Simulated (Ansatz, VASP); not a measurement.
**GaCuSe2 in two plane-wave programs**

Wanted: the spread between two codes on one cell, functional and k mesh.

Method: plane waves, with VASP 6.6.1 beside it; relaxation of cell and atoms at PBEsol, in Ansatz 0.2.0.

## 1. Set-up

The structure is tetragonal, space group I-42d (No. 122). The conventional cell has a = 5.619 Å, b = 5.619 Å, c = 11.026 Å, α = 90.00°, β = 90.00°, γ = 90.00°. Se has 2 Ga at 2.42 Å and 2 Cu at 2.42 Å nearest. Nearest to Ga lie 4 Se at 2.42 Å. Nearest to Cu lie 4 Se at 2.42 Å. Farther neighbours and most contacts between anions are not listed.

## 2. Ansatz: relaxation of cell and atoms, PBEsol

Ansatz runs on its default PAW (the set named soft_2) files.

The relaxed volume is the usual yardstick between codes: its relative difference is about their pressure difference at one cell divided by the bulk modulus.

Contents of input.yaml:

```yaml
crystal:
  lattice:
    - [-2.80955, 2.80955, 5.513]
    - [2.80955, -2.80955, 5.513]
    - [2.80955, 2.80955, -5.513]
  atoms:
    - { symbol: Se, position: [0.12562, 0.625, 0.00062] }
    - { symbol: Se, position: [0.875, 0.87438, 0.49938] }
    - { symbol: Se, position: [0.62438, 0.125, 0.99938] }
    - { symbol: Se, position: [0.375, 0.37562, 0.50062] }
    - { symbol: Ga, position: [0.25, 0.75, 0.5] }
    - { symbol: Ga, position: [0.5, 0.5, 0.0] }
    - { symbol: Cu, position: [0.75, 0.25, 0.5] }
    - { symbol: Cu, position: [0.0, 0.0, 0.0] }
hamiltonian:
  xc: pbesol
  pseudopotentials: { kind: paw }
kpoints:
  mp_grid: { grid: [5, 5, 5] }
scf:
  occupations: { method: gaussian, width: 0.05 }
relax:
  f_tol: 0.01
  max_steps: 60
  cell: { stress_tol: 0.05 }
output:
  forces: true
  stress: true
```

On the command line:

```sh
> ansatz run input.yaml --threads 4 --pin off --max-ram 9216MiB --backend cpu --events-out ev --progress --plain --runs-dir out
```

Numbers of over 12 decimals in the logs are rounded to 6 here.

What it wrote:

```text
Engine: ansatz 0.2.0, aarch64-unknown-linux-gnu
Pseudopotentials: kind: paw
Pseudopotential: Se, paw, valence charge 16, recommended cutoff 420 eV (normal), Se.paw.azcp
Pseudopotential: Ga, paw, valence charge 13, recommended cutoff 420 eV (normal), Ga.paw.azcp
Pseudopotential: Cu, paw, valence charge 19, recommended cutoff 420 eV (normal), Cu.paw.azcp
Functional definition: PBEsol
  exchange = pbesol_x
  correlation = pbesol_c
Crystal: 8 atoms, lattice volume = 174.069 Å³
Basis set: ecut = 420 eV, 3451 PW (Γ), exchange–correlation on 96×96×96 points (8 copies of the dense FFT grid, shifted against one another)
Bands: 77, of which v1, the nominal top of the filled ones, is band 64 counted from 1 (63 counted from 0)
Symmetry: 8 space group operations
Space group: I-42d (ITA 122), of the structure as read, at distance tolerance 5.6e-5 Å
k-points: 18 of 125 (time reversal used)
Non-local potential: Se, projectors of the file, l = 0: 2, l = 1: 2, l = 2: 3, l = 3: 1
Non-local potential: Ga, projectors of the file, l = 0: 2, l = 1: 2, l = 2: 3, l = 3: 1
Non-local potential: Cu, projectors of the file, l = 0: 3, l = 1: 2, l = 2: 3, l = 3: 1
PAW form: soft (Blöchl's): semilocal exchange-correlation on the pseudo side does not see the compensation charge
PAW frozen core: Se, regenerated for the run's functional, and the local potential with it (the file was generated under x = pbe(κ = 0.804, μ = 0.219515), c = pbe(β = 0.066725))
PAW frozen core: Ga, regenerated for the run's functional, and the local potential with it (the file was generated under x = pbe(κ = 0.804, μ = 0.219515), c = pbe(β = 0.066725))
PAW frozen core: Cu, regenerated for the run's functional, and the local potential with it (the file was generated under x = pbe(κ = 0.804, μ = 0.219515), c = pbe(β = 0.066725))
PAW one-centre angular grid: Se, 590 points (default); XC on 64 Gauss nodes
PAW one-centre angular grid: Ga, 590 points (default); XC on 64 Gauss nodes
PAW one-centre angular grid: Cu, 590 points (default); XC on 64 Gauss nodes
Initial density: superposition of atomic densities (neutral atoms: chi_scale 0, normalization atom), corrected by the library's trained network
Initial wavefunctions: pseudopotential atomic-orbital guess
Functional: x = pbesol(κ = 0.804, μ = 0.123457), c = pbesol(β = 0.046)
SCF iter   1: F=—  HF=-42364.389333 eV  |F-HF|=—  |Δ(HF+E_count)|=         —  Δρ=8.81e-3  dr2=9.16e-2  ethr=1.77e-3  ⟨swp⟩=5.9  Hψ=4858  notcnv=0  defer=3
preconditioner: auto → Resta (q_TF=auto, 2.592 Å⁻¹)  ε∞=4.9  [insulator: Δε(μ)=0.076 eV  Ē_g=12.142 eV  σ=0.050 eV  W_gap=0.72  n_scr=60 (ndim 8)  ℏωp=23.9 eV  f_vac=0.126  D(μ)=0.20/eV (n_scr^D=0)  ε∞_Penn≈4.9]
SCF iter   2: F=—  HF=-42364.392132 eV  |F-HF|=—  |Δ(HF+E_count)|=   2.80e-3  Δρ=8.60e-3  dr2=8.39e-2  ethr=7.16e-5  ⟨swp⟩=2.0  Hψ=2860  notcnv=0  defer=128
SCF iter   3: F=—  HF=-42364.372047 eV  |F-HF|=—  |Δ(HF+E_count)|=   2.01e-2  Δρ=1.75e-3  dr2=4.48e-3  ethr=6.56e-5  ⟨swp⟩=2.0  Hψ=2480  notcnv=0  defer=128
SCF iter   4: F=—  HF=-42364.371349 eV  |F-HF|=—  |Δ(HF+E_count)|=   6.97e-4  Δρ=3.91e-4  dr2=3.69e-4  ethr=3.50e-6  ⟨swp⟩=2.0  Hψ=1611  notcnv=0  defer=128
SCF iter   5: F=—  HF=-42364.371377 eV  |F-HF|=—  |Δ(HF+E_count)|=   2.81e-5  Δρ=2.23e-4  dr2=6.60e-5  ethr=2.88e-7  ⟨swp⟩=2.0  Hψ=1906  notcnv=0  defer=128
SCF iter   6: F=—  HF=-42364.371348 eV  |F-HF|=—  |Δ(HF+E_count)|=   2.94e-5  Δρ=7.59e-5  dr2=9.84e-6  ethr=5.16e-8  ⟨swp⟩=2.0  Hψ=1906  notcnv=0  defer=128
SCF iter   7: F=—  HF=-42364.371348 eV  |F-HF|=—  |Δ(HF+E_count)|=   2.67e-7  Δρ=3.32e-5  dr2=1.80e-6  ethr=7.69e-9  ⟨swp⟩=2.7  Hψ=2180  notcnv=0  defer=128
SCF iter   8: F=—  HF=-42364.371349 eV  |F-HF|=—  |Δ(HF+E_count)|=   1.15e-6  Δρ=9.86e-6  dr2=2.12e-7  ethr=1.41e-9  ⟨swp⟩=2.1  Hψ=1901  notcnv=0  defer=128
SCF iter   9: F=-42364.371349 eV  HF=-42364.371349 eV  |F-HF|=4.05e-9  |Δ(HF+E_count)|=   2.99e-8  Δρ=1.86e-6  dr2=3.18e-9  ethr=7.81e-11  ⟨swp⟩=5.0  Hψ=5135  notcnv=0
SCF 1 converged in 9 iterations: F = -42364.371349 eV  dr2 = 3.18e-9
  greatest PAW one-centre occupation: 1.000 electrons in one spin orbital (limit 2), on the Cu atom at site 6 (counted from 0), in its partial waves of l = 0
relax step   1: F+E_penalty+E_count = -42364.37134899 eV  Δ(F+E_penalty+E_count) = +0.000e0 eV  max|allowed force component| = 4.297e-1 eV/Å  Δτ_max = 0.0000 Å  P = -0.696 GPa  Ω = 174.069 Å³  (9 SCF iters, dr2 threshold 1.00e-7 eV, accepted)
[...]
relax step   2: F+E_penalty+E_count = -42364.41359848 eV  Δ(F+E_penalty+E_count) = -4.225e-2 eV  max|allowed force component| = 1.511e-1 eV/Å  Δτ_max = 0.0316 Å  P = -0.343 GPa  Ω = 172.727 Å³  energy of the carried Pulay correction = +3.161e-4 eV  (7 SCF iters, dr2 threshold 8.00e-7 eV, accepted)
[...]
relax step   3: F+E_penalty+E_count = -42364.42063716 eV  Δ(F+E_penalty+E_count) = -7.039e-3 eV  max|allowed force component| = 3.042e-2 eV/Å  Δτ_max = 0.0140 Å  P = -0.033 GPa  Ω = 171.852 Å³  energy of the carried Pulay correction = +5.238e-4 eV  (6 SCF iters, dr2 threshold 8.00e-7 eV, accepted)
[...]
relax step   4: F+E_penalty+E_count = -42364.42099038 eV  Δ(F+E_penalty+E_count) = -3.532e-4 eV  max|allowed force component| = 6.332e-4 eV/Å  Δτ_max = 0.0037 Å  P = +0.001 GPa  Ω = 171.745 Å³  energy of the carried Pulay correction = +5.492e-4 eV  (6 SCF iters, dr2 threshold 5.78e-8 eV, accepted)
[...]
relax step   5: F+E_penalty+E_count = -42364.42041512 eV  Δ(F+E_penalty+E_count) = +5.753e-4 eV  max|allowed force component| = 5.428e-4 eV/Å  Δτ_max = 0.0000 Å  P = +0.002 GPa  Ω = 171.745 Å³  stress off target by 5.83e-3 GPa  SCF on the basis re-selected at this cell (its energy is not comparable with the rows above)  (7 SCF iters)
basis re-selected at this cell: Δ(F+E_penalty+E_count) = +5.753e-4 eV, ΔP = +0.001 GPa vs the last step (what re-selecting the basis moved, of the pressure what is left beyond the Pulay correction that the steps carried, after the strain that the cell walked since its last selection, with what the two solves' SCF thresholds leave and, on support functions, any second-order correction that the steps lacked; it is no m [...]
SCF converged after 7 iterations
Free energy (F): -42364.420415 eV
Harris-Foulkes:  -42364.420415 eV  (|F-HF|=2.91e-11)
Internal energy: -42364.420312 eV  (E = F + TS)
E sigma→0 (E₀):  -42364.420364 eV
Entropy (-TS):   -0.000103 eV (-0.013 meV/atom)
Fermi energy:    8.963360 eV
--- Per-component energies (eV) ---
  E_band       = -2617.195224
  E_kinetic    = 1307.930880
  E_local      = -24881.144262  (includes V_loc(G=0)·N_el)
  E_nonlocal   = -716.326538
  E_hartree    = 11644.609466
  E_xc         = -726.292428
  E_vxc        = -736.777389  (∫ρ·V_xc dr)
  E_paw        = -14639.684341  (= ΣΔE_a)
  E_vpaw       = -880.095028  (= ΣTr[D̂ρ^β])
  E_aug_tail   = -0.002073  (compensation charges beyond the density's cutoff)
  E_ewald      = -14359.683179
  E_core_change = 6.172162  (= ΣΔE_core)
  E_smearing   = -0.000103  (= −TS)
  E_closure    = -0.000000  (closes the sum)
  Σ components = -42364.420415   (vs F -42364.420415, Δ=0.00e0)
--- Forces (eV/Å), atoms counted from 1 ---
  atom   1  Se    -0.00000000     0.00054277     0.00000000
  atom   2  Se    -0.00054277     0.00000000    -0.00000000
  atom   3  Se    -0.00000000    -0.00054277    -0.00000000
  atom   4  Se     0.00054277     0.00000000    -0.00000000
  atom   5  Ga     0.00000000     0.00000000     0.00000000
  atom   6  Ga     0.00000000     0.00000000     0.00000000
  atom   7  Cu     0.00000000     0.00000000    -0.00000000
  atom   8  Cu     0.00000000    -0.00000000    -0.00000000
  max |Σ_I F_I| component: 4.73e-17 eV/Å
--- Stress (GPa, compression-positive) ---
        0.000581       0.000000       0.000000
        0.000000       0.000581      -0.000000
        0.000000       0.000000       0.005825
  P = ⅓ Tr σ = 0.0023 GPa (0.023 kbar)
--- Relaxed structure (4 steps of the walk, 4 accepted, 1 SCFs on fresh bases) ---
  F+E_penalty+E_count = -42364.42041512 eV   max|allowed force component| = 5.428e-4 eV/Å   (the final SCF, on the basis selected at the relaxed cell)
  cell:  # Å, volume = 171.7449 Å³
    - [-2.784822, 2.784822, 5.536420]
    - [2.784822, -2.784822, 5.536420]
    - [2.784822, 2.784822, -5.536420]
  atoms:
    - { symbol: Se, position: [0.116855, 0.625, -0.00814519] }
    - { symbol: Se, position: [0.875, 0.883145, 0.508145] }
    - { symbol: Se, position: [0.633145, 0.125000, 1.008145] }
    - { symbol: Se, position: [0.375, 0.366855, 0.491855] }
    - { symbol: Ga, position: [0.250000, 0.750000, 0.500000] }
    - { symbol: Ga, position: [0.500000, 0.500000, 0] }
    - { symbol: Cu, position: [0.750000, 0.250000, 0.500000] }
    - { symbol: Cu, position: [1.543595483241801e-19, -1.5435954832418049e-19, 0] }
```

It took 54 s on 4 threads of Arm Neoverse N1, shared host; peak memory 0.71 GiB; 3.5 min of CPU time.

(Part 1 of 2 ends here.)

[Lines on the potential files, build, host, timing and source positions are cut from VASP's logs without a mark.]

[Logs are printed without paths, hosts, clocks, repeated set-up lines and the standing remarks that a program may print on its own settings, such as how far it seeks lower states.]

[Hosts, paths, dates, database ids (printed as entryN), source tags and the programs' standing remarks are cut or masked in the printed files.]
